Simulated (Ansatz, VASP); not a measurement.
**Mg (Magnesium): VASP beside Ansatz**

Wanted: the spread between two codes on one cell, functional and k mesh. The cell is taken from a series of runs on this material, whose earlier steps may have relaxed, scaled, displaced or heated it; both programs get it as it stands.

Method: plane waves, with VASP 6.6.1 beside it; zone-centre phonons at LDA, in Ansatz 0.2.0.

## 1. The structure

It takes space group P6_3/mmc (No. 194, hexagonal). Conventional cell: a = 3.149 Å, b = 3.149 Å, c = 5.032 Å, α = 90.00°, β = 90.00°, γ = 120.00°. Mg has 12 Mg at 3.10 to 3.15 Å nearest.

As a file:

```xyz
2
Lattice="3.1487 0.0000 0.0000 -1.5743 2.7268 0.0000 0.0000 0.0000 5.0316" Properties=species:S:1:pos:R:3 pbc="T T T"
Mg    0.0000    1.8179    1.2579
Mg    1.5743    0.9089    3.7737
```

## 2. VASP: zone-centre phonons, LDA, pair 1

Second derivatives magnify differences that forces hide, and they need a tight electronic threshold.

Lines of VASP's logs that name or quote its potential files are left out, and so is its time.

The input, INCAR:

```
SYSTEM = Mg
PREC = Accurate
ENCUT = 600
EDIFF = 1E-08
NELM = 120
ISMEAR = 1
SIGMA = 0.2
LREAL = .FALSE.
ALGO = Normal
GGA = CA
NBANDS = 8
LORBIT = 11
LWAVE = .FALSE.
LCHARG = .FALSE.
ISIF = 2
IBRION = 8
LASPH = .TRUE.
GGA_COMPAT = .FALSE.
KPAR = 2
```

The input, POSCAR:

```
Mg
1.0
    3.1486847694      0.0000000000      0.0000000000
   -1.5743423847      2.7268409988      0.0000000000
    0.0000000000      0.0000000000      5.0315838005
Mg
2
Direct
    0.3333333333      0.6666666667      0.2500000000
    0.6666666667      0.3333333333      0.7500000000
```

The input, KPOINTS:

```
Automatic mesh
0
Gamma
15 15 8
0 0 0
```

PAW data sets: Mg (LDA family, release 64).

Launch:

```bash
$ mpirun -np 2 vasp_std
```

Numbers of over 12 decimals in the logs are rounded to 6 here.

The log of the run:

```text
[banner, memory and clock lines left out]
running    2 mpi-ranks, on    1 nodes
 distrk:  each k-point on    1 cores,    2 groups
 distr:  one band on    1 cores,    1 groups

 POSCAR found type information on POSCAR Mg
 POSCAR found :  1 types and       2 ions
 LDA part: xc-table for (Slater(with rela. corr.)+CA(PZ))
 , standard interpolation
 POSCAR, INCAR and KPOINTS ok, starting setup
 FFT: planning ... GRIDC
 FFT: planning ... GRID_SOFT
 FFT: planning ... GRID
 WAVECAR not read
 entering main loop
       N       E                     dE             d eps       ncg     rms          rms(c)
DAV:   1    -0.748023479321E+00   -0.74802E+00   -0.14086E+03  2160   0.398E+02
DAV:   2    -0.362734736813E+01   -0.28793E+01   -0.27675E+01  2912   0.238E+01
DAV:   3    -0.364229493740E+01   -0.14948E-01   -0.14935E-01  2952   0.230E+00
DAV:   4    -0.364232178585E+01   -0.26848E-04   -0.26848E-04  3056   0.807E-02
DAV:   5    -0.364232183986E+01   -0.54010E-07   -0.53968E-07  3000   0.254E-03    0.942E-01
DAV:   6    -0.363057643121E+01    0.11745E-01   -0.55970E-04  2696   0.149E-01    0.598E-01
DAV:   7    -0.362129872907E+01    0.92777E-02   -0.19476E-03  2248   0.272E-01    0.299E-02
DAV:   8    -0.362129062042E+01    0.81087E-05   -0.14749E-05  3472   0.222E-02    0.670E-03
DAV:   9    -0.362128959153E+01    0.10289E-05   -0.69973E-07  2640   0.435E-03    0.600E-04
DAV:  10    -0.362128957661E+01    0.14915E-07   -0.24958E-09  3168   0.355E-04    0.119E-04
DAV:  11    -0.362128957725E+01   -0.63257E-09   -0.89484E-11  1568   0.773E-05
   1 F= -.36212896E+01 E0= -.36207234E+01  d E =-.169848E-02
 Linear response reoptimize wavefunctions to high precision
DAV:   1    -0.362128957725E+01   -0.18048E-11   -0.36139E-12  2088   0.108E-05
 Linear response DOF=           2
 Linear response progress:
  Degree of freedom:   1/  2
       N       E                     dE             d eps       ncg     rms          rms(c)
RMM:   1    -0.137369426054E-02   -0.13737E-02   -0.97760E-04 16276   0.182E-01
RMM:   2    -0.137942975731E-02   -0.57355E-05   -0.53510E-06 14007   0.134E-02    0.214E-02
RMM:   3    -0.136383075350E-02    0.15599E-04   -0.23792E-07 14317   0.377E-03    0.136E-02
RMM:   4    -0.136028955284E-02    0.35412E-05   -0.50271E-07 13475   0.578E-03    0.638E-04
RMM:   5    -0.136079321478E-02   -0.50366E-06   -0.12115E-08 14853   0.603E-04    0.105E-04
RMM:   6    -0.136085691836E-02   -0.63704E-07   -0.80081E-11 14805   0.628E-05    0.137E-05
RMM:   7    -0.136088890824E-02   -0.31990E-07    0.13440E-10 15533   0.109E-05    0.232E-06
RMM:   8    -0.136088604671E-02    0.28615E-08    0.96356E-11 13427   0.230E-06    0.290E-07
 first order change of Fermi-energy   0.91763E-08
 force on displaced ion       1 direction 1 :  -0.797   0.000   0.000
 Linear response progress:
  Degree of freedom:   2/  2
       N       E                     dE             d eps       ncg     rms          rms(c)
RMM:   1    -0.136594985563E-01   -0.13659E-01   -0.75757E-02  6913   0.310E-01
RMM:   2    -0.422852982990E-02    0.94310E-02   -0.10489E-03  4751   0.402E-02    0.314E-02
RMM:   3    -0.411272539776E-02    0.11580E-03   -0.37522E-05  4769   0.130E-02    0.140E-02
RMM:   4    -0.414445668563E-02   -0.31731E-04   -0.11977E-05  4836   0.673E-03    0.521E-03
RMM:   5    -0.414467344032E-02   -0.21675E-06   -0.30605E-06  4903   0.269E-03    0.241E-04
RMM:   6    -0.414475400058E-02   -0.80560E-07    0.69874E-07  4976   0.273E-04    0.138E-04
RMM:   7    -0.414493597846E-02   -0.18198E-06    0.51125E-08  5065   0.792E-05    0.690E-06
RMM:   8    -0.414497141195E-02   -0.35433E-07    0.17574E-07  5175   0.106E-05    0.246E-06
RMM:   9    -0.414497198416E-02   -0.57221E-09   -0.14728E-08  4893   0.232E-06    0.724E-07
 first order change of Fermi-energy  -0.36182E-05
 force on displaced ion       1 direction 3 :  -0.000  -0.000  -3.061
 Linear response finished
```

From OUTCAR (step 2):

```text
ion  position               nearest neighbor table
   1  0.333  0.667  0.250-   2 3.10   2 3.10   2 3.10   2 3.10   2 3.10   2 3.10
   2  0.667  0.333  0.750-   1 3.10   1 3.10   1 3.10   1 3.10   1 3.10   1 3.10

  LATTYP: Found a hexagonal cell.
 ALAT       =     3.1486847694
 C/A-ratio  =     1.5979954073

 Subroutine GETGRP returns: Found 24 space group operations
 (whereof 12 operations were pure point group operations)

The static configuration has the point symmetry D_3d.
 The point group associated with its full space group is D_6h.

 Found    135 irreducible k-points:

   k-points           NKPTS =    135   k-points in BZ     NKDIM =    135   number of bands    NBANDS=      8

   dimension x,y,z NGX =    28 NGY =   28 NGZ =   40
   dimension x,y,z NGXF=    56 NGYF=   56 NGZF=   80

   ENCUT  =  600.0 eV  44.10 Ry    6.64 a.u.   6.29  6.29 10.05*2*pi/ulx,y,z

   NELECT =       4.0000    total number of electrons

 k-points in reciprocal lattice and weights: Automatic mesh
   0.00000000  0.00000000  0.00000000       0.001
   0.06666667  0.00000000  0.00000000       0.003
   0.13333333  0.00000000  0.00000000       0.003
   0.20000000  0.00000000  0.00000000       0.003
   0.26666667  0.00000000  0.00000000       0.003
   0.33333333  0.00000000  0.00000000       0.003
   0.40000000  0.00000000  0.00000000       0.003
   0.46666667  0.00000000  0.00000000       0.003
   0.06666667  0.06666667  0.00000000       0.003
[...]
0.33333333  0.26666667  0.50000000       0.007
   0.33333333  0.33333333  0.50000000       0.001

 average (electrostatic) potential at core
       1 -38.9607       2 -38.9607

  Total       -0.0895536     -0.0895536     -0.0884448      0.0000000      0.0000000      0.0000000
  in kB       -3.3212357     -3.3212357     -3.2801172      0.0000000      0.0000000      0.0000000
  external PRESSURE =      -3.3075296 kB  Pullay stress =       0.0000000 kB

  energy-cutoff  :      600.00
  volume of cell :       43.20
      direct lattice vectors                 reciprocal lattice vectors
     3.148684769  0.000000000  0.000000000     0.317592923  0.183362360  0.000000000
    -1.574342385  2.726840999  0.000000000     0.000000000  0.366724719  0.000000000
     0.000000000  0.000000000  5.031583800     0.000000000  0.000000000  0.198744578

 POSITION                                       TOTAL-FORCE (eV/Angst)
 -----------------------------------------------------------------------------------
     -0.00000      1.81789      1.25790         0.000000      0.000000      0.000000
      1.57434      0.90895      3.77369        -0.000000     -0.000000      0.000000
 -----------------------------------------------------------------------------------
    total drift:                                0.000000     -0.000000      0.000000

 Eigenvectors and eigenvalues of the dynamical matrix
 ----------------------------------------------------

   1 f  =    7.845720 THz    49.296114 2PiTHz  261.705057 cm-1    32.447277 meV
             X         Y         Z           dx          dy          dz
     -0.000000  1.817894  1.257896     0.000000    0.000000    0.707107
      1.574342  0.908947  3.773688    -0.000000    0.000000   -0.707107

   2 f  =    4.003978 THz    25.157737 2PiTHz  133.558335 cm-1    16.559116 meV
             X         Y         Z           dx          dy          dz
     -0.000000  1.817894  1.257896     0.707107    0.000000   -0.000000
      1.574342  0.908947  3.773688    -0.707107   -0.000000    0.000000

   3 f  =    4.003978 THz    25.157737 2PiTHz  133.558335 cm-1    16.559116 meV
             X         Y         Z           dx          dy          dz
     -0.000000  1.817894  1.257896    -0.000000    0.707107   -0.000000
      1.574342  0.908947  3.773688     0.000000   -0.707107   -0.000000

   4 f  =    0.000000 THz     0.000000 2PiTHz    0.000001 cm-1     0.000000 meV
             X         Y         Z           dx          dy          dz
     -0.000000  1.817894  1.257896    -0.000000   -0.688052   -0.163049
      1.574342  0.908947  3.773688     0.000000   -0.688052   -0.163049

   5 f  =    0.000000 THz     0.000000 2PiTHz    0.000000 cm-1     0.000000 meV
             X         Y         Z           dx          dy          dz
     -0.000000  1.817894  1.257896     0.707107    0.000000    0.000000
      1.574342  0.908947  3.773688     0.707107   -0.000000    0.000000

   6 f/i=    0.000000 THz     0.000001 2PiTHz    0.000003 cm-1     0.000000 meV
             X         Y         Z           dx          dy          dz
     -0.000000  1.817894  1.257896     0.000000    0.163049   -0.688052
      1.574342  0.908947  3.773688     0.000000    0.163049   -0.688052

 ELASTIC MODULI CONTR FROM IONIC RELAXATION (kBar)
 Direction    XX          YY          ZZ          XY          YZ          ZX
 --------------------------------------------------------------------------------
 XX         -34.4815     34.4815      0.0000     -0.0000      0.0000      0.0000
 YY          34.4815    -34.4815     -0.0000     -0.0000      0.0000      0.0000
 ZZ           0.0000     -0.0000     -0.0000     -0.0000      0.0000      0.0000
 XY          -0.0000     -0.0000     -0.0000    -34.4815      0.0000      0.0000
 YZ           0.0000      0.0000      0.0000      0.0000      0.0000      0.0000
 ZX           0.0000      0.0000      0.0000      0.0000      0.0000      0.0000
 --------------------------------------------------------------------------------
```

## 3. Ansatz: zone-centre phonons, LDA, pair 1

Ansatz runs on its PAW soft_1 files.

The same cell, functional (in two slightly different forms), mesh and smearing now go to Ansatz, which takes its cutoff from its data sets.

The input, input.yaml:

```yaml
crystal:
  lattice:
    - [3.1486847694, 0.0, 0.0]
    - [-1.5743423847, 2.7268409988, 0.0]
    - [0.0, 0.0, 5.0315838005]
  atoms:
    - { symbol: Mg, position: [0.3333333333, 0.6666666667, 0.25] }
    - { symbol: Mg, position: [0.6666666667, 0.3333333333, 0.75] }
kpoints:
  mp_grid: { grid: [15, 15, 8] }
hamiltonian:
  xc: lda
  pseudopotentials: { kind: paw, azcp: { folder: soft_1 }, xc_functional: pbe }
scf:
  occupations: { method: methfessel_paxton, width: 0.2 }
output:
  eigenvalues: true
phonons:
  method: dfpt
```

Launch:

```bash
$ ansatz run input.yaml --threads 4 --pin off --max-ram 10240MiB --backend cpu --events-out ev --progress --plain --runs-dir out
```

The log of the run:

```text
zone centre: on kpoints.mp_grid the ground state, and the responses unless they are solved on pairs of k-points, stand on 320 of the mesh's 1800 k-points, reduced under 4 symmetry operations, with k and −k counted as one. Each operation leaves every solved displacement unchanged or reverses it
Engine: ansatz 0.2.0, x86_64-unknown-linux-gnu
Pseudopotentials: kind: paw
Pseudopotential: Mg, paw, valence charge 10, recommended cutoff 420 eV (normal), soft_1/Mg.paw.azcp
Functional definition: SPW92
  exchange = slater_x
  correlation = pw_c
Crystal: 2 atoms, lattice volume = 43.201 Å³
Basis set: ecut = 420 eV, 845 PW (Γ), exchange–correlation on 48×48×72 points (8 copies of the dense FFT grid, shifted against one another)
Bands: 14, of which v1, the nominal top of the filled ones, is band 10 counted from 1 (9 counted from 0)
Symmetry: 24 space group operations
k-points: 320 of 1800 (irreducible under 4 space group operations, time reversal used)
Non-local potential: Mg, projectors of the file, l = 0: 3, l = 1: 2, l = 2: 1
PAW form: soft (Blöchl's): semilocal exchange-correlation on the pseudo side does not see the compensation charge
PAW frozen core: Mg, regenerated for the run's functional, and the local potential with it (the file was generated under x = pbe(κ = 0.804, μ = 0.219515), c = pbe(β = 0.066725))
PAW one-centre angular grid: Mg, 110 points (default); XC on 64 Gauss nodes
Initial density: superposition of atomic densities (chi_scale 0.1, normalization cell)
Initial wavefunctions: pseudopotential atomic-orbital guess
Functional: x = slater, c = lda
SCF iter   1: F=—  HF=-3803.257954 eV  |F-HF|=—  |Δ(HF+E_count)|=         —  Δρ=1.50e-2  dr2=1.08e-1  ethr=3.10e-3  ⟨swp⟩=5.0  Hψ=22559  notcnv=0
preconditioner: auto → none  [metal: Δε(μ)=0.015 eV  Ē_g=7.134 eV  σ=0.200 eV  W_gap=0.07  n_scr=8 (ndim 8)  ℏωp=11.3 eV  f_vac=0.000  D(μ)=0.91/eV (n_scr^D=2)  sad-step TF]
SCF iter   2: F=—  HF=-3803.228702 eV  |F-HF|=—  |Δ(HF+E_count)|=   2.93e-2  S|Δr|=    0.00e0  Δρ=9.50e-3  dr2=4.99e-2  ethr=5.41e-4  ⟨swp⟩=1.0  Hψ=7044  notcnv=0
SCF iter   3: F=—  HF=-3803.208499 eV  |F-HF|=—  |Δ(HF+E_count)|=   2.02e-2  S|Δr|=    0.00e0  Δρ=9.31e-4  dr2=4.86e-4  ethr=2.50e-4  ⟨swp⟩=2.3  Hψ=6703  notcnv=0
SCF iter   4: F=—  HF=-3803.208483 eV  |F-HF|=—  |Δ(HF+E_count)|=   1.59e-5  S|Δr|=    0.00e0  Δρ=1.57e-4  dr2=2.74e-6  ethr=2.43e-6  ⟨swp⟩=3.0  Hψ=7745  notcnv=0
SCF iter   5: F=—  HF=-3803.208490 eV  |F-HF|=—  |Δ(HF+E_count)|=   6.50e-6  S|Δr|=    0.00e0  Δρ=3.41e-6  dr2=2.26e-9  ethr=1.37e-8  ⟨swp⟩=2.0  Hψ=7129  notcnv=0
SCF iter   6: F=—  HF=-3803.208489 eV  |F-HF|=—  |Δ(HF+E_count)|=   7.49e-7  S|Δr|=    0.00e0  Δρ=2.59e-7  dr2=1.59e-11  ethr=1.13e-11  ⟨swp⟩=2.6  Hψ=8050  notcnv=0
SCF iter   7: F=-3803.208489 eV  HF=-3803.208489 eV  |F-HF|=9.09e-13  |Δ(HF+E_count)|=  4.55e-13  S|Δr|=    0.00e0  Δρ=4.73e-9  dr2=9.28e-15  ethr=1.00e-12  ⟨swp⟩=6.0  Hψ=21114  notcnv=0
SCF 1 converged in 7 iterations: F = -3803.208489 eV  dr2 = 9.28e-15
  greatest PAW one-centre occupation: 1.000 electrons in one spin orbital (limit 2), on the Mg atom at site 1 (counted from 0), in its partial waves of l = 1
DFPT response loops at Γ: preconditioner auto → Kerker (q_TF=auto, 2.400 Å⁻¹) (partly filled bands, converged f_vac=0.000); β = 1.00, the filter's whole step (`scf.mixing.beta` (0.50) is not read by the response loops under this deck's `scf.mixing.preconditioner`; to damp them name `kerker` or `kerker_dos`, under which they read `scf.mixing.beta`, and type it under 1.00, their step now; both keys bind the ground state too); Broyden in place of MSR1
SCF converged after 7 iterations
Stability not checked: this state was not tested for a lower state beside it, because cold or Methfessel-Paxton smearing, or corrected tetrahedra, fill the levels in a way that the test cannot read (fill_not_monotonic; see scf.lower_state_search)
Free energy (F): -3803.208489 eV
Harris-Foulkes:  -3803.208489 eV  (|F-HF|=9.09e-13)
Internal energy: -3803.206762 eV  (E = F + TS)
E sigma→0 (E₀):  -3803.208057 eV
Entropy (-TS):   -0.001727 eV (-0.864 meV/atom)
Fermi energy:    5.916512 eV
--- Per-component energies (eV) ---
  E_band       = -706.065629
  E_kinetic    = 139.860967
  E_local      = -3378.956796  (includes V_loc(G=0)·N_el)
  E_nonlocal   = 392.051152
  E_hartree    = 1148.727651
  E_xc         = -52.023405
  E_vxc        = -67.582372  (∫ρ·V_xc dr)
  E_paw        = -559.957269  (= ΣΔE_a)
  E_vpaw       = -88.893618  (= ΣTr[D̂ρ^β])
  E_aug_tail   = -0.000266  (compensation charges beyond the density's cutoff)
  E_ewald      = -1493.209755
  E_core_change = 0.300959  (= ΣΔE_core)
  E_smearing   = -0.001727  (= −TS)
  E_closure    = -0.000000  (closes the sum)
  Σ components = -3803.208489   (vs F -3803.208489, Δ=0.00e0)
--- Band table (eV; the first three rows and the last of 320) ---
  k-point 0: bands = [... 6 lower, -36.7402, -36.7402, -1.2586, 4.2664, 4.8013, 16.9878, 16.9878, 17.1161]
  k-point 1: bands = [... 6 lower, -36.7405, -36.7405, -1.1653, 3.1831, 6.0424, 17.0597, 17.0597, 17.1763]
  k-point 2: bands = [... 6 lower, -36.7412, -36.7412, -0.8858, 2.0329, 7.6661, 15.4988, 17.2667, 17.2667]
  k-point 319: bands = [... 6 lower, -36.7484, -36.7484, 3.4342, 3.4342, 8.4232, 8.4232, 9.9333, 9.9333]
--- Phonons (Γ-DFPT): 2 representative perturbations + reference, on 320 of 1800 k-points (Σ response iterations 6) ---
  k mesh reduced under 4 symmetry operations, with k and −k counted as one. Each operation leaves every solved displacement unchanged or reverses it
  ASR residual: 2.661e-6 → 0.000e0 eV/Å²; symmetrization residual: 8.107e-13 eV/Å²
  ASR residual per site (eV/Å²): 2.66e-6 2.66e-6
  Γ frequencies (cm⁻¹): 0.00 0.00 0.00 133.13 133.13 260.89
  non-analytic LO–TO correction: not included (Born effective charges unavailable; polar crystals: no LO–TO splitting at Γ)
```

Reading the cycles: dr2 is the Hartree energy of the density residual (eV), the measure of convergence; HF is the Harris–Foulkes estimate of the energy, which meets the free energy F at convergence.

## 4. Side by side

Known differences besides the potentials themselves: the two LDA forms differ slightly; the data sets hold 20 valence electrons in Ansatz (on its PAW soft_1 files) and 4 in VASP; the cutoff is 420 eV in Ansatz and 600 eV in VASP; VASP's log shows a relativistic correction to its local exchange, Ansatz's none. Total energies have different zeros and are not compared.

Both answers:

```csv
quantity,Ansatz,VASP,difference
optical mode 1 to 2 (cm⁻¹),133.1,133.6,-0.32 %
optical mode 3 (cm⁻¹),260.9,261.7,-0.31 %
```

Modes are paired by rising frequency, not by their patterns, so a pair may set unlike modes beside each other; they are those without the splitting of longitudinal modes.

[end of part 1 of 2]

[Lines on the potential files, build, host, timing and source positions are cut from VASP's logs without a mark.]

[Logs are printed without paths, hosts, clocks, repeated set-up lines and the standing remarks that a program may print on its own settings, such as how far it seeks lower states.]

[Hosts, paths, dates, database ids (printed as entryN), source tags and the programs' standing remarks are cut or masked in the printed files.]
